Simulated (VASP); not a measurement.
# RbPd: equation of state with PBE

Crystal: RbPd.

```xyz
2
Lattice="0.0000 3.6347 3.6347 3.6347 0.0000 3.6347 3.6347 3.6347 0.0000" Properties=species:S:1:pos:R:3 pbc="T T T"
Rb    0.0000    0.0000    0.0000
Pd    5.4521    5.4521    5.4521
```

The cell was built by a generator and needn't be a form met in nature.

- Program: VASP 6.6.1
- Task: equation of state
- Functional: PBE
- Potentials or basis: VASP PAW PBE potentials, release 64 (Rb_sv, Pd)
- Cutoff: 520 eV
- k mesh: 6 × 6 × 6
- Occupations: fermi-dirac, width 0.05 eV
- Spin: no spin polarisation

```
Equilibrium volume                      : 48.84 Å³/atom
Bulk modulus                            : 6.1 GPa
Pressure derivative of the bulk modulus : 4.3
```

Energy against volume, from the lowest point:
| volume (Å³/atom) | energy (meV/atom) |
| --- | --- |
| 45.139 | 6.11 |
| 46.099 | 3.23 |
| 47.060 | 1.31 |
| 48.020 | 0.27 |
| 48.981 | 0.00 |
| 49.941 | 0.45 |
| 50.901 | 1.53 |

All runs of the series together: 3.6 min on 1 thread of AMD EPYC 7R43 64-Core Processor (Zen 3), with other jobs on the host.
